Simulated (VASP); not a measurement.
## NaAuO2 (space group C2/m): computed properties

These are LDA (Ceperley-Alder, Perdew-Zunger), VASP's LDA PAW potentials (set 64) (plane waves; VASP 6.6.1) values and carry that method's errors.

* **space group**: C2/m (12)
* **cell**: a = 6.4046 Å, b = 2.9918 Å, c = 6.0089 Å, α = γ = 90.00°, β = 118.39°
* **volume per atom**: 12.66 Å^3/atom
* **band gap (over mesh and band path)**: 1.21 eV
* **smallest direct gap (over mesh and band path)**: 1.61 eV
* **band gap with spin-orbit coupling**: 1.24 eV
* **density**: 8.26 g/cm³

AuNaO2 has the monoclinic space group C2/m (No. 12), Pearson symbol mS8. Cell: a = 6.405 Å, b = 2.992 Å, c = 6.009 Å, α = 90.00°, β = 118.39°, γ = 90.00°. Na on 2d has 6 O at 2.325–2.382 Å (octahedral). Au on 2b is coordinated by 4 O at 1.996 Å (square planar). O on 4i is surrounded by 2 Au at 1.996 Å and 3 Na at 2.325–2.382 Å. (Neighbours: up to the widest gap in distance over summed covalent radii, below 1.35, at either atom; cation-cation and far metal-metal contacts left out.)
(The calculation used a cell of 4 atoms; values per cell refer to that cell.)

The path is coarsely sampled, so an indirect gap can come out somewhat too large. Unless said otherwise, spin-orbit coupling is left out, though it shifts the bands of the heavy elements here.

The structure comes from a computed database's NaAuO2 entry (C2/m); how it stands against other phases isn't given here. It was relaxed first. Symmetry was kept, so distortions that lower it aren't found.
